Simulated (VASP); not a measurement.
Given:

```
Pt
1.0
    0.00000     1.96000     1.96000
    1.96000     0.00000     1.96000
    1.96000     1.96000     0.00000
Pt
1
Direct
  0.00000   0.00000   0.00000
```

Computed with r2SCAN meta-GGA, VASP's PBE PAW potentials (set 64) (plane waves; VASP). Settings: 520 eV cut-off, 14×14×14 Γ-centred mesh, first-order Methfessel-Paxton smearing of 0.10 eV, potentials Pt.

### Question
The ions, cell shape and volume are relaxed. Which structure does the run end with?

### Answer

```
Pt
1.0
    0.00000     1.97124     1.97124
    1.97124     0.00000     1.97124
    1.97124     1.97124     0.00000
Pt
1
Cartesian
  0.00000   0.00000   0.00000
```
Space group Fm-3m (225), at a tolerance of 0.03 Å.

### Question
How do energy and volume change from the first to the last step?

### Answer
The energy (σ→0) changes by -3.8 meV/atom and the volume by +1.7 %, in 3 ionic steps.

The compound is Pt in the fcc structure. This run relaxes it. Symmetry was kept, so distortions that lower it aren't found.
